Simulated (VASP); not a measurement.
Given:

```yaml
crystal:
  lattice:
    - [3.98484, 0.00000, 0.00000]
    - [0.00000, 4.33782, 0.00000]
    - [0.00000, 0.00000, 11.09996]
  atoms:
    - { symbol: Sn, position: [0.50000, 0.34614, 0.39104] }
    - { symbol: Sn, position: [0.50000, 0.65386, 0.89104] }
    - { symbol: Ge, position: [0.00000, 0.13590, 0.62297] }
    - { symbol: Ge, position: [0.00000, 0.86410, 0.12297] }
    - { symbol: Se, position: [0.00000, 0.22089, 0.84803] }
    - { symbol: Se, position: [0.00000, 0.77911, 0.34803] }
    - { symbol: Se, position: [0.50000, 0.24910, 0.13796] }
    - { symbol: Se, position: [0.50000, 0.75090, 0.63796] }
```

Level of theory: PBEsol GGA, VASP's PBE PAW potentials (set 64) (plane waves; VASP 6.6.1). Numerical set-up: 400 eV cut-off, 13×12×5 Γ-centred mesh, Gaussian smearing of 0.010 eV, potentials Sn_d Ge_d Se.

Q: The job: SnGeSe₂ (space group Pmc2_1), 8 atoms, PBEsol, optics run with many empty bands, 400 eV, 13×12×5 Γ-centred mesh. Roughly how much core time does it take on a busy server core?

A: About 30 core-minutes (one run on a shared machine, a rough figure). It had 147 irreducible k-points, 144 bands, up to 3520 plane waves and 14 electronic steps.

The structure comes from a computed database's SnGeSe2 entry (Pmc2_1); how it stands against other phases isn't given here. It was relaxed first, which changed the volume by -9 %.
